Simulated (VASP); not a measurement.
Input:

```yaml
crystal:
  lattice:
    - [0.00000, 2.39614, 2.39614]
    - [2.39614, 0.00000, 2.39614]
    - [2.39614, 2.39614, 0.00000]
  atoms:
    - { symbol: Ca, position: [0.00000, 0.00000, 0.00000] }
    - { symbol: O, position: [0.50000, 0.50000, 0.50000] }
```

Method: PBE GGA with D3 dispersion (Becke-Johnson damping), VASP's PBE PAW potentials (set 64) (plane waves; VASP). Run with 520 eV cut-off, Gaussian smearing of 0.050 eV, potentials Ca_sv O.

**Question.** Give the energies of bands 6 to 11 at the high-symmetry points, in eV from the valence-band maximum.

**Answer.** 
```tsv
band	Γ	X	U	L	W
6	0.00	-1.30	-1.35	-2.66	-1.30
7	0.00	-0.37	-1.21	-1.22	-1.06
8	0.00	-0.37	-0.79	-1.22	-1.06
9	4.79	3.63	5.15	7.09	6.34
10	6.25	8.11	8.04	8.40	6.34
11	6.25	8.94	8.63	8.40	8.45
```

The gap is indirect, 3.63 eV, from the valence maximum at Γ to the conduction minimum at X.

The compound is CaO in the rock salt structure. It was relaxed first.
